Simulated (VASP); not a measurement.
Given:

```xyz
2
Lattice="0.0000 2.3612 2.3612 2.3612 0.0000 2.3612 2.3612 2.3612 0.0000" Properties=species:S:1:pos:R:3 pbc="T T T"
Cd     0.0000     0.0000     0.0000
O      2.3612     2.3612     2.3612
```

Computed with PBE GGA, VASP's PBE PAW potentials (set 64) (plane waves; VASP). Settings: 620 eV cut-off, 13×13×13 Γ-centred mesh, first-order Methfessel-Paxton smearing of 0.10 eV, potentials Cd O.

Question: What does the run give for the energy per atom (σ→0), pressure, band gap (on the k-mesh) with the smallest direct gap where there is one?

Answer: 
```yaml
band gap (on the k-mesh): none (metal, semimetal or under 0.01 eV)
energy per atom (σ→0): -3.857 eV/atom
pressure: 5.00 GPa
```

The compound is CdO in the rock salt structure. It was relaxed first under an external pressure of 5 GPa.
